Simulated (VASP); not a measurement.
The system is ClSnIH2, in a box.

```xyz
5
Lattice="13.0000 0.0000 0.0000 0.0000 12.0000 0.0000 0.0000 0.0000 13.0000" Properties=species:S:1:pos:R:3 pbc="T T T"
Cl    4.7724    6.7576    6.8894
Sn    6.7926    5.9989    6.0300
I     8.2536    5.1089    8.0733
H     6.4321    4.7026    4.9947
H     7.5661    7.3394    5.3321
```

Base run:

| Property | Result |
| --- | --- |
| Program | VASP 6.6.1 |
| Functional | SCAN |
| Potentials or basis | VASP PAW PBE potentials, release 64 (Cl, Sn_d, I, H) |
| Cutoff | 520 eV |
| k mesh | 1 × 1 × 1 |
| Occupations | gaussian, width 0.01 eV |
| Spin | no spin polarisation |

Its results: gap between the frontier levels 4.54 eV; largest force 0.165 eV/Å.

Task: The run is repeated on the same cell with these changes: functional from SCAN to PBE; further incar settings from ALGO = Normal; EDIFF = 1e-06; NBANDS = 23 to ALGO = Normal; EDIFF = 1e-06. What comes out?

Result: Gap between the frontier levels 4.08 eV; largest force 0.380 eV/Å.

Caveats: spin-orbit coupling is left out, which moves the levels of the heavy elements; the PAW data sets were made with another functional, which shifts forces and pressure a little (some runs).

A k mesh can miss the band edges.

Not every run made on this cell is shown here.
